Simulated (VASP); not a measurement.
Energy against volume of GaAs (zinc blende). Method: PBE GGA with D3 dispersion (zero damping), VASP's PBE PAW potentials (set 64) (plane waves; VASP).

```
V (Å³/atom)  E (eV/atom)
-----------  -----------
21.854          -4.33225
22.552          -4.34681
23.249          -4.35134
23.947          -4.34737
24.644          -4.33648
```

Question: Fit a third-order Birch-Murnaghan equation of state.

Answer: 
- volume per atom = 23.25 Å³/atom
- bulk modulus = 642 kbar
- pressure derivative of the bulk modulus = 5.08
- lattice constant a = 5.708 Å

Measured: bulk modulus 76.7 GPa at 0 K (computed value off by -16.4 %), as given by Daniel Mejia-Rodriguez et al., Physical Review B (2018), arXiv:1807.09216 [0 K value with the zero-point phonon effect removed]; a 5.640 Å at 0 K (computed value off by +1.2 %), as given by Daniel Mejia-Rodriguez et al., Physical Review B (2018), arXiv:1807.09216 [static lattice: zero-point anharmonic expansion removed].

The compound is GaAs in the zinc blende structure. It was relaxed first.
